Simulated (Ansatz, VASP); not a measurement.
**One calculation of SiOs2, two programs**

```
Si Os
1.0
    -1.44811    1.44811    4.80780
     1.44811   -1.44811    4.80780
     1.44811    1.44811   -4.80780
Si Os
1 2
Direct
  0.00000 0.00000 0.00000
  0.65089 0.65089 0.00000
  0.34911 0.34911 0.00000
```

Alike in both runs: functional PBE; k mesh 8 × 8 × 8; occupations gaussian, width 0.1 eV; no spin polarisation.

Ansatz relaxed the structure, and its values are those at the end. VASP's run is a single point on that final structure, the one shown.

```csv
,VASP,Ansatz
version,VASP 6.6.1,Ansatz 0.2.0
potentials or method,"VASP PAW PBE potentials, release 64 (Si, Os)","scalar-relativistic, plane waves, PAW"
plane-wave cutoff (eV),520,420
valence electrons in the cell,20,36
```

|  | VASP | Ansatz | Ansatz less VASP |
| --- | --- | --- | --- |
| gap on the k mesh at the Fermi level (eV) | none | none | - |
| pressure (GPa) | 0.5 | 0.0 | -0.52 |
| rms of the force components (eV/Å) | 0.019 | 0.013 | -0.0064 |

A gap of «none» marks a metal or a gap that the smearing closes. With one functional, cell and mesh, what is left measures potentials, basis and numerics. The two sets of potentials don't hold the same shells in valence.

Caveats: the k mesh is coarse (spacing up to 0.38 Å⁻¹), so the values aren't converged. Spin-orbit coupling is left out, which matters for the levels of Os.
